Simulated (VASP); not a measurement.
Write the native input for VASP 6.6.1 that does the following.

```yaml
Task: relaxation of cell and atoms
Functional: PBE
Potentials_or_basis: VASP PAW PBE potentials, release 64 (Lu, Al, N)
Cutoff: 520 eV
k_mesh: 6 × 6 × 6
Occupations: gaussian, width 0.03 eV
Spin: no spin polarisation
Further_INCAR_settings: ALGO = Normal; EDIFF = 1e-06; IBRION = 2; EDIFFG = -0.01; NSW = 90; ISIF = 3
```

The structure of LuAl3N4 lies in POSCAR:

```
LuAl3N4
1.0
    4.5970000000      0.0000000000      0.0000000000
    0.0000000000      4.5970000000      0.0000000000
    0.0000000000      0.0000000000      4.5970000000
Lu Al N
1 3 4
Direct
    0.0000000000      0.0000000000      0.0000000000
    0.5000000000      0.5000000000      0.0000000000
    0.5000000000      0.0000000000      0.5000000000
    0.0000000000      0.5000000000      0.5000000000
    0.7306939300      0.2693060700      0.7306939300
    0.7306939300      0.7306939300      0.2693060700
    0.2693060700      0.2693060700      0.2693060700
    0.2693060700      0.7306939300      0.7306939300
```

The cell was built by a generator and needn't be a form met in nature.

The input as run:

INCAR

```
SYSTEM = LuAl3N4
PREC = Accurate
ENCUT = 520
EDIFF = 1E-6
ISMEAR = 0
SIGMA = 0.03
LREAL = .FALSE.
LASPH = .TRUE.
NELM = 120
ALGO = Normal
ISIF = 3
LWAVE = .FALSE.
LCHARG = .FALSE.
GGA = PE
IBRION = 2
NSW = 90
EDIFFG = -0.01
KPAR = 2
```

KPOINTS

```
Automatic mesh
0
G
  6 6 6
  0 0 0
```

Potentials or basis: VASP PAW PBE potentials, release 64 (Lu, Al, N).

Command:

```sh
$ cat potpaw_PBE.64/Lu/POTCAR potpaw_PBE.64/Al/POTCAR potpaw_PBE.64/N/POTCAR > POTCAR
$ mpirun -np 2 vasp_std > vasp.out
```

It gave:

```
Relaxed volume                         : 12.14 Å³/atom
Relaxed cell                           : a = 4.596 Å, b = 4.596 Å, c = 4.596 Å, α = 90.00°, β = 90.00°, γ = 90.00°
Space group after relaxing (to 0.05 Å) : P-43m (No. 215)
Energy gained by relaxing              : 0.0 meV/atom
Ionic steps                            : 2
Pressure after relaxing                : 0.0 GPa
Largest force after relaxing           : 0.006 eV/Å
Band gap on the k mesh                 : 2.73 eV, indirect (least direct gap 3.32 eV)
```

Caveat: spin-orbit coupling is left out, which moves the levels of the heavy elements.

Run time: 62 s on 2 MPI ranks on Intel(R) Xeon(R) Platinum 8488C (Sapphire Rapids), with other jobs on the host, peak memory 0.23 GiB a rank.
